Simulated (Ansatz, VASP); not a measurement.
## One calculation of Be2Cd2S, two programs

```xyz
5
Lattice="3.3783 0.0000 0.0050 0.0000 3.3815 0.0000 -0.0487 0.0000 7.8605" Properties=species:S:1:pos:R:3 pbc="T T T"
Be    1.6484    1.6908    5.8587
Be    3.3384    0.0000    5.8568
Cd    1.6452    0.0000    7.7936
Cd    0.0028    1.6908    1.6979
S     3.3404    1.6908    4.5922
```

Change from the starting cell: the structure that the rattled cell fell into.

Alike in both runs: functional PBE; k mesh 6 × 6 × 2; occupations gaussian, width 0.1 eV; no spin polarisation.

Ansatz relaxed the structure, and its values are those at the end. VASP's run is a single point on that final structure, the one shown.

|  | VASP | Ansatz |
| --- | --- | --- |
| version | VASP 6.6.1 | Ansatz 0.2.0 |
| potentials or method | VASP PAW PBE potentials, release 64 (Be, Cd, S) | scalar-relativistic, plane waves, PAW |
| plane-wave cutoff (eV) | 520 | 420 |
| valence electrons in the cell | 34 | 50 |

|  | VASP | Ansatz | Ansatz less VASP |
| --- | --- | --- | --- |
| gap on the k mesh at the Fermi level (eV) | none | none | - |
| pressure (GPa) | 0.1 | -0.1 | -0.15 |
| rms of the force components (eV/Å) | 0.012 | 0.012 | +0.0006 |

A gap of «none» marks a metal or a gap that the smearing closes. The functional is the same, so the differences come from potentials, cutoffs and numerics. The two sets of potentials don't hold the same shells in valence.

Caveats: the k mesh is coarse (spacing up to 0.40 Å⁻¹), so the values aren't converged.
